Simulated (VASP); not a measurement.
A convergence study with VASP on GaP (zinc blende): one setting is varied, all else stays as given below, so the limit is that of these other settings.

```yaml
crystal:
  lattice:
    - [0.00000, 2.72500, 2.72500]
    - [2.72500, 0.00000, 2.72500]
    - [2.72500, 2.72500, 0.00000]
  atoms:
    - { symbol: Ga, position: [0.00000, 0.00000, 0.00000] }
    - { symbol: P, position: [0.25000, 0.25000, 0.25000] }
```

Calculation: PBEsol GGA, VASP's PBE PAW potentials (set 64) (plane waves; VASP). The tightest run used: 550 eV cut-off, 17×17×17 Γ-centred mesh, tetrahedra with Blöchl corrections, potentials Ga_d P.

Gaps are read on the run's mesh, which can miss a band edge.

Question: The settings run are 3×3×3 mesh; 4×4×4 mesh; 5×5×5 mesh; 6×6×6 mesh; 7×7×7 mesh; 8×8×8 mesh; 9×9×9 mesh; 10×10×10 mesh; 11×11×11 mesh; 12×12×12 mesh; 13×13×13 mesh; 14×14×14 mesh; 15×15×15 mesh; 16×16×16 mesh; 17×17×17 mesh. From which on does the stress (every component) stay within 0.2 GPa of the tightest run?

Answer: From 5×5×5 mesh on: it is off by 0.11 there and by no more than 0.2 in any finer run, while 4×4×4 mesh is off by 0.42.
| setting | E (eV/atom) | pressure (GPa) | gap on the mesh (eV) | irreducible k-points | difference judged (GPa) |
|---|---|---|---|---|---|
| 3×3×3 mesh | -4.6988 | 1.00 | 1.567 | 4 | 1.58 |
| 4×4×4 mesh | -4.8863 | -0.16 | 1.484 | 8 | 0.42 |
| 5×5×5 mesh | -4.9371 | -0.47 | 1.470 | 10 | 0.11 |
| 6×6×6 mesh | -4.9529 | -0.56 | 1.512 | 16 | 0.02 |
| 7×7×7 mesh | -4.9583 | -0.59 | 1.464 | 20 | 0.00 |
| 8×8×8 mesh | -4.9603 | -0.59 | 1.516 | 29 | 0.01 |
| 9×9×9 mesh | -4.9611 | -0.59 | 1.471 | 35 | 0.00 |
| 10×10×10 mesh | -4.9614 | -0.59 | 1.482 | 47 | 0.00 |
| 11×11×11 mesh | -4.9615 | -0.59 | 1.478 | 56 | 0.00 |
| 12×12×12 mesh | -4.9616 | -0.59 | 1.470 | 72 | 0.00 |
| 13×13×13 mesh | -4.9616 | -0.58 | 1.485 | 84 | 0.00 |
| 14×14×14 mesh | -4.9616 | -0.58 | 1.467 | 104 | 0.00 |
| 15×15×15 mesh | -4.9617 | -0.58 | 1.483 | 120 | 0.00 |
| 16×16×16 mesh | -4.9617 | -0.58 | 1.468 | 145 | 0.00 |
| 17×17×17 mesh | -4.9617 | -0.58 | 1.472 | 165 | 0.00 |

Left out are rungs that failed or repeat a setting and relaxations that didn't move; long series are thinned to 24 rows.

The compound is GaP in the zinc blende structure. The cell was not relaxed at this level.
